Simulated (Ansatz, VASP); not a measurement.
**In2Au (In2Au (Fm-3m)): VASP beside Ansatz**

One calculation is typed for both programs; each brings its own data sets. How far apart do they land? The cell is taken from a series of runs on this material, whose earlier steps may have relaxed, scaled, displaced or heated it; both programs get it as it stands.

Program: Ansatz 0.2.0. Level of theory: plane waves, with VASP 6.6.1 beside it; r2SCAN. Results are calculated unless marked as measured.

## Step 1: The starting structure

Symmetry: Fm-3m, No. 225, cubic system. The conventional cell has a = 6.576 Å, b = 6.576 Å, c = 6.576 Å, α = 90.00°, β = 90.00°, γ = 90.00°. Nearest to In lie 4 Au at 2.85 Å. Nearest to Au lie 8 In at 2.85 Å. Farther neighbours are not listed.

## Step 2: Ansatz: relaxation of cell and atoms, r2SCAN

Ansatz runs on its PAW soft_1 files.

The relaxed volume is the usual yardstick between codes: in a stiff, nearly cubic crystal its relative difference is about their pressure difference at one cell divided by the bulk modulus.

input.yaml reads:

```yaml
crystal:
  lattice:
    - [0.0, 3.2879914, 3.2879914]
    - [3.2879914, 0.0, 3.2879914]
    - [3.2879914, 3.2879914, 0.0]
  atoms:
    - { symbol: In, position: [0.75, 0.75, 0.75] }
    - { symbol: In, position: [0.25, 0.25, 0.25] }
    - { symbol: Au, position: [0.0, 0.0, 0.0] }
basis:
  ecutwfc: 500
  xc_grid: 2
hamiltonian:
  xc: r2scan
  pseudopotentials: { kind: paw, azcp: { folder: soft_1 } }
kpoints:
  mp_grid: { grid: [10, 10, 10] }
scf:
  occupations: { method: fermi_dirac, width: 0.05 }
  max_iter: 150
output:
  forces: true
  stress: true
relax:
  f_tol: 0.01
  max_steps: 60
  cell: {}
checkpoint:
  write: "../r2scan.run"
  compress: false
  write_wavefunctions: false
  write_every: 100000
```

Command:

```sh
> ansatz run input.yaml --threads 4 --pin off --max-ram 6594MiB --backend cpu --events-out ev --progress --plain --runs-dir out
```

Numbers of over 12 decimals in the logs are rounded to 6 here.

Output:

```text
Engine: ansatz 0.2.0, x86_64-unknown-linux-gnu
Pseudopotentials: kind: paw
Pseudopotential: In, paw, valence charge 13, recommended cutoff 500 eV (meta_gga), soft_1/In.paw.azcp
Pseudopotential: Au, paw, valence charge 19, recommended cutoff 500 eV (meta_gga), soft_1/Au.paw.azcp
Functional definition: r2SCAN
  parameter k0 = 0.174
  parameter k1 = 0.065
  parameter a1 = 4.9479
  exchange = r2scan_x(k0 = k0, k1 = k1, a1 = a1)
  correlation = r2scan_c
Crystal: 3 atoms, lattice volume = 71.092 Å³
Basis set: ecut = 500 eV, 1807 PW (Γ), exchange–correlation on 72×72×72 points (8 copies of the dense FFT grid, shifted against one another)
Bands: 27, of which v1, the nominal top of the filled ones, is band 23 counted from 1 (22 counted from 0)
Symmetry: 48 space group operations
Space group: Fm-3m (ITA 225), of the structure as read, at distance tolerance 4.1e-5 Å
k-points: 47 of 1000
Non-local potential: In, projectors of the file, l = 0: 2, l = 1: 2, l = 2: 2, l = 3: 1
Non-local potential: Au, projectors of the file, l = 0: 3, l = 1: 2, l = 2: 2, l = 3: 1
PAW form: soft (Blöchl's): semilocal exchange-correlation on the pseudo side does not see the compensation charge
PAW frozen core: In, regenerated for the run's functional (the file was generated under x = pbe(κ = 0.804, μ = 0.219515), c = pbe(β = 0.066725))
PAW frozen core: Au, regenerated for the run's functional (the file was generated under x = pbe(κ = 0.804, μ = 0.219515), c = pbe(β = 0.066725))
PAW one-centre angular grid: In, 590 points (default); XC on 160 Gauss nodes
PAW one-centre angular grid: Au, 590 points (default); XC on 160 Gauss nodes
Initial density: superposition of atomic densities (chi_scale 0.1, normalization cell, long waves kept (reshape's long-wave potential 0.00 eV rms))
Initial wavefunctions: pseudopotential atomic-orbital guess
Functional: x = r2scan, c = r2scan; τ floored in thin density (d = 2e-4 eV/Å³)
SCF iter   1: F=—  HF=-24393.659564 eV  |F-HF|=—  |Δ(HF+E_count)|=         —  Δρ=1.32e-1  dr2=1.98e1  dr2_τ=7.41e-1  ethr=3.10e-3  ⟨swp⟩=6.1  Hψ=5273  notcnv=0
preconditioner: auto → LDOS  [metal: Δε(μ)=0.088 eV  Ē_g=14.544 eV  σ=0.050 eV  W_gap=0.40  n_scr=14 (ndim 8)  ℏωp=26.8 eV  f_vac=0.022  D(μ)=1.28/eV (n_scr^D=8)  β→1.0]
SCF iter   2: F=—  HF=-24390.866198 eV  |F-HF|=—  |Δ(HF+E_count)|=    2.79e0  Δρ=8.59e-2  dr2=4.65e0  dr2_τ=1.59e0  ethr=3.10e-3  ⟨swp⟩=4.0  Hψ=3648  notcnv=0  defer=9
SCF iter   3: F=—  HF=-24389.826572 eV  |F-HF|=—  |Δ(HF+E_count)|=    1.04e0  Δρ=5.61e-3  dr2=8.84e-3  dr2_τ=8.69e-3  ethr=3.10e-3  ⟨swp⟩=3.0  Hψ=2978  notcnv=0  defer=12
SCF iter   4: F=—  HF=-24389.839009 eV  |F-HF|=—  |Δ(HF+E_count)|=   1.24e-2  Δρ=1.94e-3  dr2=1.54e-3  dr2_τ=1.08e-4  ethr=1.96e-5  ⟨swp⟩=2.0  Hψ=2906  notcnv=0  defer=10
SCF iter   5: F=—  HF=-24389.840921 eV  |F-HF|=—  |Δ(HF+E_count)|=   1.91e-3  Δρ=7.88e-4  dr2=3.65e-4  dr2_τ=1.14e-5  ethr=3.41e-6  ⟨swp⟩=2.0  Hψ=2122  notcnv=0  defer=10
SCF iter   6: F=—  HF=-24389.840886 eV  |F-HF|=—  |Δ(HF+E_count)|=   3.49e-5  Δρ=2.25e-4  dr2=5.67e-5  dr2_τ=1.75e-6  ethr=8.12e-7  ⟨swp⟩=2.0  Hψ=2101  notcnv=0  defer=10
SCF iter   7: F=—  HF=-24389.840892 eV  |F-HF|=—  |Δ(HF+E_count)|=   6.33e-6  Δρ=2.19e-5  dr2=2.43e-7  dr2_τ=2.26e-8  ethr=1.26e-7  ⟨swp⟩=2.0  Hψ=1651  notcnv=0  defer=10
SCF iter   8: F=-24389.840892 eV  HF=-24389.840892 eV  |F-HF|=4.71e-9  |Δ(HF+E_count)|=   1.89e-7  Δρ=2.52e-6  dr2=3.53e-9  dr2_τ=1.89e-10  ethr=2.22e-10  ⟨swp⟩=4.5  Hψ=4448  notcnv=0
SCF 1 converged in 8 iterations: F = -24389.840892 eV  dr2 = 3.53e-9
  greatest PAW one-centre occupation: 1.001 electrons in one spin orbital (limit 2), on the Au atom at site 2 (counted from 0), in its partial waves of l = 0
relax step   1: F+E_penalty+E_count = -24389.84089233 eV  Δ(F+E_penalty+E_count) = +0.000e0 eV  max|allowed force component| = 3.701e-17 eV/Å  Δτ_max = 0.0000 Å  P = -0.284 GPa  Ω = 71.092 Å³  (8 SCF iters, dr2 threshold 1.00e-7 eV, accepted)
[...]
relax step   2: F+E_penalty+E_count = -24389.84108080 eV  Δ(F+E_penalty+E_count) = -1.885e-4 eV  max|allowed force component| = 1.727e-16 eV/Å  Δτ_max = 0.0000 Å  P = +0.205 GPa  Ω = 70.597 Å³  energy of the carried Pulay correction = +6.019e-5 eV  (5 SCF iters, dr2 threshold 2.01e-7 eV, accepted)
[...]
relax step   3: F+E_penalty+E_count = -24389.84118592 eV  Δ(F+E_penalty+E_count) = -1.051e-4 eV  max|allowed force component| = 5.551e-17 eV/Å  Δτ_max = 0.0000 Å  P = -0.002 GPa  Ω = 70.804 Å³  energy of the carried Pulay correction = +3.498e-5 eV  (5 SCF iters, dr2 threshold 1.05e-7 eV, accepted)
[...]
relax step   4: F+E_penalty+E_count = -24389.84114639 eV  Δ(F+E_penalty+E_count) = +3.953e-5 eV  max|allowed force component| = 7.401e-17 eV/Å  Δτ_max = 0.0000 Å  P = -0.003 GPa  Ω = 70.804 Å³  stress off target by 3.21e-3 GPa  SCF on the basis re-selected at this cell (its energy is not comparable with the rows above)  (4 SCF iters)
basis re-selected at this cell: Δ(F+E_penalty+E_count) = +3.953e-5 eV, ΔP = -0.001 GPa vs the last step (what re-selecting the basis moved, of the pressure what is left beyond the Pulay correction that the steps carried, after the strain that the cell walked since its last selection, with what the two solves' SCF thresholds leave and, on support functions, any second-order correction that the steps lacked; it is no m [...]
SCF converged after 4 iterations
Free energy (F): -24389.841146 eV
Harris-Foulkes:  -24389.841146 eV  (|F-HF|=7.28e-12)
Internal energy: -24389.832119 eV  (E = F + TS)
E sigma→0 (E₀):  -24389.836633 eV
Entropy (-TS):   -0.009027 eV (-3.009 meV/atom)
Fermi energy:    12.432374 eV
--- Per-component energies (eV) ---
  E_band       = -402.517887
  E_kinetic    = 1013.111587
  E_local      = -4615.856715  (includes V_loc(G=0)·N_el)
  E_nonlocal   = 751.369931
  E_hartree    = 1939.996545
  E_xc         = -469.813782
  E_vxc        = -482.575915  (∫ρ·V_xc dr)
  E_paw        = -18224.324398  (= ΣΔE_a)
  E_vpaw       = -982.497322  (= ΣTr[D̂ρ^β])
  E_aug_tail   = -0.000021  (compensation charges beyond the density's cutoff)
  E_vtau       = 33.937587  (kinetic-family band-sum trace: ∫τ·v_τ [+ j·A + Jᵃ·Aᵃ] dr)
  E_ewald      = -4786.069917
  E_core_change = 1.754651  (= ΣΔE_core)
  E_smearing   = -0.009027  (= −TS)
  E_closure    = 0.000000  (closes the sum)
  Σ components = -24389.841146   (vs F -24389.841146, Δ=0.00e0)
--- Forces (eV/Å), atoms counted from 1 ---
  atom   1  In     0.00000000     0.00000000    -0.00000000
  atom   2  In    -0.00000000    -0.00000000    -0.00000000
  atom   3  Au     0.00000000     0.00000000     0.00000000
  max |Σ_I F_I| component: 8.33e-17 eV/Å
--- Stress (GPa, compression-positive) ---
       -0.003208       0.000000      -0.000000
        0.000000      -0.003208      -0.000000
        0.000000      -0.000000      -0.003208
  P = ⅓ Tr σ = -0.0032 GPa (-0.032 kbar)
--- Relaxed structure (3 steps of the walk, 3 accepted, 1 SCFs on fresh bases) ---
  F+E_penalty+E_count = -24389.84114639 eV   max|allowed force component| = 7.401e-17 eV/Å   (the final SCF, on the basis selected at the relaxed cell)
  cell:  # Å, volume = 70.8041 Å³
    - [0, 3.283544, 3.283544]
    - [3.283544, 0, 3.283544]
    - [3.283544, 3.283544, 0]
  atoms:
    - { symbol: In, position: [0.750000, 0.750000, 0.750000] }
    - { symbol: In, position: [0.25, 0.25, 0.25] }
    - { symbol: Au, position: [0, 0, 0] }
```

[end of part 1 of 2]

[Lines on the potential files, build, host, timing and source positions are cut from VASP's logs without a mark.]

[Logs are printed without paths, hosts, clocks, repeated set-up lines and the standing remarks that a program may print on its own settings, such as how far it seeks lower states.]

[Hosts, paths, dates, database ids (printed as entryN), source tags and the programs' standing remarks are cut or masked in the printed files.]
